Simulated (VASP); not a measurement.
OSZICAR of a VASP run on In (bct):

### OSZICAR
```
       N       E                     dE             d eps       ncg     rms          rms(c)
DAV:   1     0.638791189806E+02    0.63879E+02   -0.56162E+03  4922   0.139E+03
DAV:   2    -0.680049029827E+00   -0.64559E+02   -0.63628E+02  4984   0.263E+02
DAV:   3    -0.298080994227E+01   -0.23008E+01   -0.22947E+01  5710   0.604E+01
DAV:   4    -0.303065687596E+01   -0.49847E-01   -0.49834E-01  6332   0.855E+00
DAV:   5    -0.303254334422E+01   -0.18865E-02   -0.18864E-02  5840   0.135E+00    0.240E+00
DAV:   6    -0.299484588501E+01    0.37697E-01   -0.73569E-02  5554   0.614E+00    0.114E+00
DAV:   7    -0.298772592696E+01    0.71200E-02   -0.19482E-02  5782   0.291E+00    0.293E-01
DAV:   8    -0.298704163732E+01    0.68429E-03   -0.75330E-04  5900   0.570E-01    0.268E-02
DAV:   9    -0.298704368303E+01   -0.20457E-05   -0.10301E-05  6582   0.406E-02    0.149E-02
DAV:  10    -0.298704417334E+01   -0.49032E-06   -0.79235E-07  2988   0.155E-02
   1 F= -.29870442E+01 E0= -.29870726E+01  d E =-.298704E+01
```

**Question.** Which electronic solver shows in the log?

**Answer.** It is blocked Davidson (ALGO = Normal, or the opening steps of other solvers). The INCAR had ALGO = Normal.

**Question.** Can the final energy be trusted as converged?

**Answer.** The run converged. It stopped with EDIFF = 1E-6, NELM = 100, NSW = 60 and EDIFFG = -0.01 after 1 ionic step (PBEsol GGA, plane waves, VASP's PBE PAW potentials (set 64)).

The compound is In in the bct structure. It was relaxed first. The start is the result of an earlier pass.
